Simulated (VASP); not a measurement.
## CaHg2 (space group P6/mmm): computed properties

Level of theory: PBEsol GGA, VASP's PBE PAW potentials (set 64) (plane waves; VASP).

```yaml
space_group: P6/mmm (191)
cell: a = 4.906 Å, b = 4.906 Å, c = 3.522 Å, α = 90.00°, β = 90.00°, γ = 120.00°
volume_per_atom: 24.48 Å³/atom
band gap (over mesh and band path): none (metal, semimetal or under 0.01 eV)
band_gap_with_spin_orbit_coupling: none (metallic)
density: 9.98 g/cm³
```

```cif
data_CaHg2
_chemical_formula_sum 'Ca1 Hg2'
_space_group_name_H-M_alt 'P 1'
_space_group_IT_number 1
_cell_length_a 4.90638
_cell_length_b 4.90638
_cell_length_c 3.52224
_cell_angle_alpha 90.000
_cell_angle_beta 90.000
_cell_angle_gamma 120.000
loop_
_space_group_symop_operation_xyz
  'x, y, z'
loop_
_atom_site_label
_atom_site_type_symbol
_atom_site_fract_x
_atom_site_fract_y
_atom_site_fract_z
_atom_site_occupancy
Ca1 Ca 0.00000 0.00000 0.00000 1
Hg1 Hg 0.33333 0.66667 0.50000 1
Hg2 Hg 0.66667 0.33333 0.50000 1
```

Unless said otherwise, spin-orbit coupling is left out, though it shifts the bands of the heavy elements here.

The structure comes from a computed database's CaHg2 entry (P6/mmm); how it stands against other phases isn't given here. It was relaxed first. Symmetry was kept, so distortions that lower it aren't found.
